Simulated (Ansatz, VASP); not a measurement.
# Au (Gold): VASP beside Ansatz, part 2 of 2

Aim: how closely do two programs agree when they are given the same cell, functional and k mesh? The cell is taken from a series of VASP runs on this material, whose earlier steps may have relaxed, scaled or displaced it; both programs get it as it stands.

VASP 6.6.1 and Ansatz 0.2.0.

So far. Step 2 (VASP: band structure, LDA): The run ends at a pressure of -0.02 GPa.

**5. VASP: band structure, LDA, spin-orbit coupling**

Level of this step: LDA, spin-orbit coupling; plane waves and PAW (Au) (VASP).

A single point gives forces, pressure and levels at one fixed geometry, so differences don't come from the geometry; what else differs is listed under the comparison.

File INCAR:

```
SYSTEM = Au
PREC = Accurate
ENCUT = 400
EDIFF = 1E-06
NELM = 100
ISMEAR = 1
SIGMA = 0.2
LREAL = .FALSE.
ALGO = Normal
GGA = CA
LNONCOLLINEAR = .TRUE.
MAGMOM = 0 0 0
NBANDS = 22
GGA_COMPAT = .FALSE.
LASPH = .TRUE.
LSORBIT = .TRUE.
LMAXMIX = 4
LORBIT = 11
LWAVE = .FALSE.
LCHARG = .FALSE.
KPAR = 2
```

File POSCAR:

```
Au
1.0
    0.0000000000      2.0295231611      2.0295231611
    2.0295231611      0.0000000000      2.0295231611
    2.0295231611      2.0295231611      0.0000000000
Au
1
Direct
    0.0000000000      0.0000000000      0.0000000000
```

File KPOINTS:

```
Automatic mesh
0
Gamma
7 7 7
0 0 0
```

File KPOINTS_OPT:

```
Line mode
16
Line-mode
Reciprocal
  0.00000000   0.00000000   0.00000000 GAMMA
  0.50000000   0.00000000   0.50000000 X

  0.50000000   0.00000000   0.50000000 X
  0.50000000   0.25000000   0.75000000 W

  0.50000000   0.25000000   0.75000000 W
  0.37500000   0.37500000   0.75000000 K

  0.37500000   0.37500000   0.75000000 K
  0.00000000   0.00000000   0.00000000 GAMMA

  0.00000000   0.00000000   0.00000000 GAMMA
  0.50000000   0.50000000   0.50000000 L

  0.50000000   0.50000000   0.50000000 L
  0.62500000   0.25000000   0.62500000 U

  0.62500000   0.25000000   0.62500000 U
  0.50000000   0.25000000   0.75000000 W

  0.50000000   0.25000000   0.75000000 W
  0.50000000   0.50000000   0.50000000 L

  0.50000000   0.50000000   0.50000000 L
  0.37500000   0.37500000   0.75000000 K

  0.62500000   0.25000000   0.62500000 U
  0.50000000   0.00000000   0.50000000 X
```

Potentials, in the order of the species: Au (LDA family, release 64).

On the command line:

```sh
$ mpirun -np 2 vasp_ncl
```

Numbers of over 12 decimals in the logs are rounded to 6 here.

The program printed:

```text
[... set-up lines as in an earlier step ...]
 entering main loop
       N       E                     dE             d eps       ncg     rms          rms(c)
DAV:   1     0.529766125513E+02    0.52977E+02   -0.46468E+03   928   0.760E+02
DAV:   2    -0.405797140325E+01   -0.57035E+02   -0.53321E+02  1060   0.207E+02
DAV:   3    -0.513996837035E+01   -0.10820E+01   -0.10781E+01  1000   0.283E+01
DAV:   4    -0.514488025469E+01   -0.49119E-02   -0.49116E-02   994   0.208E+00
[...]
DAV:   9    -0.479322541060E+01    0.26638E-03   -0.27223E-04   988   0.179E-01    0.119E-01
DAV:  10    -0.479322436368E+01    0.10469E-05   -0.18996E-05   952   0.500E-02    0.198E-02
DAV:  11    -0.479322455081E+01   -0.18713E-06   -0.56587E-07   736   0.718E-03
   1 F= -.47932246E+01 E0= -.47930617E+01  d E =-.488530E-03  mag=     0.0000    -0.0000     0.0000
 Start KPOINTS_OPT (optional k-point list driver)
k-point batch [1-20\160]
       N       E                     dE             ncg
DAV:   1     0.230872406323E+04   -0.30064E+04      920
DAV:   2     0.116638876128E+04   -0.11423E+04     1066
DAV:   3     0.114461212123E+04   -0.21777E+02      934
DAV:   4     0.114450254734E+04   -0.10957E+00      940
DAV:   5     0.114450138858E+04   -0.11588E-02      934
DAV:   6     0.114450137411E+04   -0.14465E-04      946
DAV:   7     0.114450137393E+04   -0.18300E-06      714
[...]
k-point batch [141-160\160]
       N       E                     dE             ncg
DAV:   1     0.241964447249E+04   -0.70350E+04      936
DAV:   2     0.134463481529E+04   -0.10750E+04     1054
DAV:   3     0.132349073181E+04   -0.21144E+02      952
DAV:   4     0.132337588763E+04   -0.11484E+00      970
DAV:   5     0.132337456575E+04   -0.13219E-02      970
DAV:   6     0.132337454827E+04   -0.17473E-04      976
DAV:   7     0.132337454805E+04   -0.22860E-06      658
```

OUTCAR, selected parts (step 5):

```text
  Total       -0.2564066     -0.2564066     -0.2564066      0.0000000     -0.0000000      0.0000000
  in kB      -24.5712780    -24.5712780    -24.5712780      0.0000000     -0.0000000      0.0000000
  external PRESSURE =     -24.5712780 kB  Pullay stress =       0.0000000 kB

 POSITION                                       TOTAL-FORCE (eV/Angst)
 -----------------------------------------------------------------------------------
      0.00000      0.00000      0.00000         0.000000     -0.000000      0.000000
 -----------------------------------------------------------------------------------
    total drift:                                0.000000     -0.000000      0.000000

  FREE ENERGIE OF THE ION-ELECTRON SYSTEM (eV)
  ---------------------------------------------------
  free  energy   TOTEN  =        -4.7932245508 eV

  energy  without entropy=       -4.7927360208  energy(sigma->0) =       -4.79306171

 magnetization (x)
# of ion       s       p       d       tot
------------------------------------------
    1       -0.000  -0.000  -0.000  -0.000

 magnetization (y)
# of ion       s       p       d       tot
------------------------------------------
    1       -0.000  -0.000   0.000  -0.000

 magnetization (z)
# of ion       s       p       d       tot
------------------------------------------
    1        0.000   0.000   0.000   0.000

[... 1 part as in an earlier step ...]

[... 2 further parts left out ...]
[key lines of the parts left out:]
E-fermi :   9.1174
```

At this level the cell is under a tension of 2.5 GPa, so at these settings it is away from equilibrium.

**6. Ansatz: band structure, LDA, spin-orbit coupling**

The same cell, functional (in two slightly different forms), mesh and smearing now go to Ansatz, which takes its cutoff from its data sets.

The cell is taken from a series of VASP runs on this material, whose earlier steps may have relaxed, scaled or displaced it; both programs get it as it stands.

File input.yaml:

```yaml
crystal:
  lattice:
    - [0.0, 2.0295231611, 2.0295231611]
    - [2.0295231611, 0.0, 2.0295231611]
    - [2.0295231611, 2.0295231611, 0.0]
  atoms:
    - { symbol: Au, position: [0.0, 0.0, 0.0] }
hamiltonian:
  xc: lda
  pseudopotentials: { kind: paw_fr }
magnetization:
  noncollinear: true
  spin_orbit: true
kpoints:
  mp_grid: { grid: [7, 7, 7] }
  band_path:
    path:
      - [0.0, 0.0, 0.0]
      - [0.16667, 0.0, 0.16667]
      - [0.33333, 0.0, 0.33333]
      - [0.5, 0.0, 0.5]
      - [0.5, 0.08333, 0.58333]
      - [0.5, 0.18333, 0.68333]
      - [0.5, 0.25, 0.75]
      - [0.45, 0.3, 0.75]
      - [0.40833, 0.34167, 0.75]
      - [0.35, 0.35, 0.7]
      - [0.225, 0.225, 0.45]
      - [0.075, 0.075, 0.15]
      - [0.03333, 0.03333, 0.03333]
      - [0.23333, 0.23333, 0.23333]
      - [0.4, 0.4, 0.4]
      - [0.51667, 0.46667, 0.51667]
      - [0.55833, 0.38333, 0.55833]
      - [0.60833, 0.28333, 0.60833]
      - [0.60833, 0.25, 0.64167]
      - [0.55833, 0.25, 0.69167]
      - [0.51667, 0.25, 0.73333]
      - [0.5, 0.3, 0.7]
      - [0.5, 0.38333, 0.61667]
      - [0.5, 0.48333, 0.51667]
      - [0.475, 0.475, 0.55]
      - [0.425, 0.425, 0.65]
      - [0.38333, 0.38333, 0.73333]
      - [0.59167, 0.18333, 0.59167]
      - [0.55, 0.1, 0.55]
      - [0.5, 0.0, 0.5]
    npoints: 1
scf:
  occupations: { method: methfessel_paxton, width: 0.2 }
  n_extra_bands: 12
output:
  forces: true
  stress: true
  eigenvalues: true
```

On the command line:

```sh
$ ansatz run input.yaml --threads 2 --pin off --max-ram 4608MiB --backend cpu --events-out ev --progress --plain --runs-dir out
```

The program printed:

```text
[...]
non-collinear run that drives no moment, with spin-orbit: no starting moment large enough to seed its density (crystal.atoms[].spin), no starting occupations that ask for one, no magnetisation constraint and no magnetic field, so the semilocal B_xc is pinned to zero
Crystal: 1 atoms, lattice volume = 16.719 Å³
Basis set: ecut = 420 eV, 331 PW (Γ)
[...]
k-point 1: bands = [... 15 lower, 16.7453, 17.6799, 17.6799, 17.9477, 17.9477, 35.5438, 35.5438, 36.3612, ... 8 higher]
  k-point 2: bands = [... 15 lower, 16.8494, 17.8634, 17.8634, 18.4486, 18.4486, 30.5034, 30.5034, 36.0728, ... 8 higher]
  k-point 19: bands = [... 15 lower, 17.6677, 19.0430, 19.0430, 24.5326, 24.5326, 26.4721, 26.4721, 27.9769, ... 8 higher]
[key lines of the parts left out:]
SCF converged after 7 iterations
Magnetization: |M| = 0.0000 μB,  M = (+0.0000, +0.0000, +0.0000) μB
Free energy (F): -12901.032895 eV
Fermi energy:    20.316257 eV
P = ⅓ Tr σ = -3.3549 GPa (-33.549 kbar)
```

Run time: 4.3 s. Hardware: 2 threads of Arm Neoverse N1, shared host; peak memory 0.3 GiB; 7.6 s of CPU time.

**7. Side by side**

What differs besides the data sets and the points named for the pairs above, as far as they apply: spin-orbit coupling enters by fully relativistic files in Ansatz and inside the spheres in VASP; the data sets hold 19 valence electrons in Ansatz (fully relativistic PAW (standard-fr) files) and 11 in VASP. Total energies have different zeros and are not compared.

Both answers:

```tsv
quantity	Ansatz	VASP	difference
pressure (GPa)	-3.35	-2.46	-0.90
```

Levels from 3 eV below to 2 eV above the Fermi level differ by 43 meV r.m.s. and 61 meV at most; each VASP level is matched to the nearest of Ansatz, which flatters the figure a little.

**8. Results**

| Property | Result |
| --- | --- |
| r.m.s. difference of levels near the Fermi level (band structure, LDA) | 24 meV |
| difference in pressure (band structure, LDA) | -0.52 GPa |
| r.m.s. difference of levels near the Fermi level (band structure, LDA, spin-orbit coupling) | 43 meV |
| difference in pressure (band structure, LDA, spin-orbit coupling) | -0.90 GPa |

**Reading.** The difference in pressure is -0.90 GPa (band structure, LDA, spin-orbit coupling), within the 1 GPa picked in this series as the mark of a large difference. Such differences can come from data sets, numerical settings and the points named under the comparisons, not from the functional's error against experiment.

[Lines on the potential files, build, host, timing and source positions are cut from VASP's logs without a mark.]

[Logs are printed without paths, hosts, clocks, repeated set-up lines and the standing remarks that a program may print on its own settings, such as how far it seeks lower states.]

[Hosts, paths, dates, database ids (printed as entryN), source tags and the programs' standing remarks are cut or masked in the printed files.]
